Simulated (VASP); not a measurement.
```
NbZrC2
1.0
    0.00000     2.27752     2.27752
    2.27752     0.00000     2.27752
    9.11030     9.11030    -0.00021
Zr C Nb
2 4 2
Direct
  0.00618   0.00618   0.99537
  0.99382   0.99382   0.25463
  0.50000   0.50000   0.12500
  0.48556   0.48556   0.38583
  0.50000   0.50000   0.62500
  0.51444   0.51444   0.86417
  0.99167   0.99167   0.50625
  0.00833   0.00833   0.74375
```

Calculation: PBEsol GGA, VASP's PBE PAW potentials (set 64) (plane waves; VASP). Settings: 520 eV cut-off, 13×13×4 Γ-centred mesh, tetrahedra with Blöchl corrections, potentials Zr_sv C Nb_sv.

The cores are frozen, which limits the accuracy of field gradients.

Problem. Give the principal components of the electric field gradient (V/Å²) and the asymmetry η at each nucleus.

Solution. 
```json
[
 {"atom": "Zr1", "Vxx": "-4.8", "Vyy": "-4.8", "Vzz": "9.6", "η": "0.00"},
 {"atom": "Zr2", "Vxx": "-4.8", "Vyy": "-4.8", "Vzz": "9.6", "η": "0.00"},
 {"atom": "C3", "Vxx": "-0.2", "Vyy": "-0.2", "Vzz": "0.4", "η": "-"},
 {"atom": "C4", "Vxx": "0.7", "Vyy": "0.7", "Vzz": "-1.4", "η": "0.00"},
 {"atom": "C5", "Vxx": "-0.1", "Vyy": "-0.1", "Vzz": "0.2", "η": "-"},
 {"atom": "C6", "Vxx": "0.7", "Vyy": "0.7", "Vzz": "-1.4", "η": "0.00"},
 {"atom": "Nb7", "Vxx": "7.8", "Vyy": "7.8", "Vzz": "-15.7", "η": "0.00"},
 {"atom": "Nb8", "Vxx": "7.8", "Vyy": "7.8", "Vzz": "-15.7", "η": "0.00"}
]
```

The structure was generated: Nb2Zr2C4 was put into an ordered model structure (R-3m), which need not be its known phase. It was relaxed first.
